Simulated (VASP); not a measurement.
Wanted: the native input for a VASP 6.6.1 run.

```
Task                   : relaxation of cell and atoms
Functional             : PBE
Potentials or basis    : VASP PAW PBE potentials, release 64 (Ti_sv, Sn_d, S)
Cutoff                 : 520 eV
k mesh                 : 3 × 4 × 3
Occupations            : gaussian, width 0.15 eV
Spin                   : no spin polarisation
Further INCAR settings : PREC = Normal; ALGO = Fast; EDIFF = 0.0001; IBRION = 2; EDIFFG = -0.08; NSW = 24; ISIF = 3
```

The structure of TiSnS4 lies in POSCAR:

```
TiSnS4
1.0
    5.8800000000      0.0000000000      0.0000000000
    0.0000000000      3.5800000000      0.0000000000
    0.0000000000      0.0000000000      6.2000000000
Ti Sn S
1 1 4
Direct
    0.0000000000      0.0000000000      0.0000000000
    0.0000000000      0.5000000000      0.5000000000
    0.7550000000      0.0000000000      0.6667000000
    0.2450000000      0.0000000000      0.3333000000
    0.2450000000      0.5000000000      0.8333000000
    0.7550000000      0.5000000000      0.1667000000
```

The cell was built by a generator and needn't be a form met in nature.

One way to write it, as run:

INCAR

```
SYSTEM = TiSnS4
PREC = Normal
ENCUT = 520
EDIFF = 1E-4
ISMEAR = 0
SIGMA = 0.15
LREAL = .FALSE.
LASPH = .TRUE.
NELM = 60
ALGO = Fast
ISIF = 3
LWAVE = .FALSE.
LCHARG = .FALSE.
GGA = PE
IBRION = 2
NSW = 24
EDIFFG = -0.08
```

KPOINTS

```
Automatic mesh
0
G
  3 4 3
  0 0 0
```

Potentials or basis: VASP PAW PBE potentials, release 64 (Ti_sv, Sn_d, S).

Run with:

```bash
$ cat potpaw_PBE.64/Ti_sv/POTCAR potpaw_PBE.64/Sn_d/POTCAR potpaw_PBE.64/S/POTCAR > POTCAR
$ mpirun -np 1 vasp_std > vasp.out
```

It gave:

- Relaxed volume: 22.42 Å³/atom
- Relaxed cell: a = 5.948 Å, b = 3.582 Å, c = 6.315 Å, α = 90.00°, β = 89.38°, γ = 90.00°
- Space group after relaxing (to 0.05 Å): P2/m (No. 10)
- Energy gained by relaxing: 35.2 meV/atom
- Ionic steps: 12
- Pressure after relaxing: 0.2 GPa
- Largest force after relaxing: 0.064 eV/Å
- Band gap on the k mesh: 0.09 eV, indirect (least direct gap 0.44 eV)

Caveat: the k mesh is coarse (spacing up to 0.44 Å⁻¹), so the values aren't converged; spin-orbit coupling is left out, which moves the levels of the heavy elements; an odd mesh through Γ misses points on the zone boundary, where band edges often lie; this functional lacks dispersion, which binds the layers, so the pressure and a relaxed spacing across them are unreliable; the relaxation stopped at a loose force limit of 0.08 eV/Å, so its end isn't a converged minimum.

Wall time 2.5 min on 1 thread of Intel(R) Xeon(R) Platinum 8488C (Sapphire Rapids) (shared host), peak memory 0.21 GiB.
